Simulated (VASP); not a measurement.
VASP input:

### POSCAR
```
TlBr
1
    3.4034202781     0.0000000000    -0.0000000000
    0.0000000000     3.4034202781     0.0000000000
   -0.0000000000     0.0000000000     3.4034202781
Tl Br
1 1
Direct
  0.0000000000   0.0000000000   0.0000000000
  0.5000000000   0.5000000000   0.5000000000
```

### INCAR
```
ISIF = 3   # ions, shape and volume
LCHARG = .FALSE.
LWAVE = .FALSE.
EDIFF = 1E-6   # SCF stop (eV)
ENCUT = 500   # plane-wave cut-off (eV)
SYSTEM = TlBr
PSTRESS = 300   # kbar
LASPH = .TRUE.
LREAL = .FALSE.   # projection in real space or not
NELM = 100
PREC = Accurate
IBRION = 2
ALGO = Normal   # blocked Davidson
SIGMA = 0.1   # width (eV)
ISMEAR = 1   # Methfessel-Paxton
NSW = 40
LMAXMIX = 4   # l cut-off of mixed one-centre charges
EDIFFG = -0.02
```

**KPOINTS**
```
Automatic mesh
0
Gamma
11 11 11
0 0 0
```

POTCAR, in this order: Tl_d Br (LDA.64 set). Program: vasp_std.

Translate this LDA calculation to Ansatz.

One equivalent input (not run):
Ansatz 0.2 input:
```yaml
crystal:
  lattice:
    - [3.4034203, 0.0000000, 0.0000000]
    - [0.0000000, 3.4034203, 0.0000000]
    - [0.0000000, 0.0000000, 3.4034203]
  atoms:
    - { symbol: Tl, position: [0.0000000, 0.0000000, 0.0000000] }
    - { symbol: Br, position: [0.5000000, 0.5000000, 0.5000000] }
kpoints:
  mp_grid: { grid: [11, 11, 11] }
hamiltonian:
  xc: lda
  pseudopotentials: { kind: paw }
scf:
  occupations: { method: methfessel_paxton, width: 0.1 }
  max_iter: 100
relax:
  max_steps: 40
  f_tol: 0.02
  cell: { p_target: 30 }
output: { forces: true, stress: true, eigenvalues: true }
```
Limits of the translation: each code has its own PAW files, so the cut-off isn't converted (ENCUT is set for VASP's; basis.ecutwfc is left out, and Ansatz then takes the one that its files recommend); Ansatz stops its SCF on the density residual and VASP on the energy change (EDIFF); Ansatz's lda is the Perdew-Wang form, while the LDA potentials of VASP carry Perdew-Zunger's.

The compound is TlBr in the CsCl type structure. It was relaxed first under an external pressure of 30 GPa.
